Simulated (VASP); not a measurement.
Given:

```
PbS
1.0
    0.00000     3.08570     3.08570
    3.08570     0.00000     3.08570
    3.08570     3.08570     0.00000
Pb S
1 1
Direct
  0.00000   0.00000   0.00000
  0.50000   0.50000   0.50000
```

These are vdW-DF2, VASP's PBE PAW potentials (set 64) (plane waves; VASP) values and carry that method's errors. Settings: 520 eV cut-off, Gaussian smearing of 0.050 eV, potentials Pb_d S.

Unless said otherwise, spin-orbit coupling is left out, though it shifts the bands of the heavy elements here.

**Question.** Give the energies of bands 7 to 13 at the high-symmetry points, in eV from the valence-band maximum.

**Answer.** 
```
band      Γ      X      U      L      W
----  -----  -----  -----  -----  -----
7     -6.28  -7.09  -7.58  -8.19  -7.57
8     -1.47  -4.02  -3.67  -1.15  -3.37
9     -1.47  -2.54  -2.11  -1.15  -3.37
10    -1.47  -2.54  -1.87   0.00  -0.65
11     4.79   4.72   3.38   0.77   2.30
12     4.79   5.19   3.98   2.25   4.66
13     4.79   5.19   4.85   2.25   4.66
```

The gap is direct, 0.77 eV, from the valence maximum at L to the conduction minimum at L.

Measured: gap 0.37 eV (computed value off by +0.40 eV), as given by Wikipedia, List of semiconductor materials.

The compound is PbS in the rock salt structure. It was relaxed first, which changed the volume by +12 %.
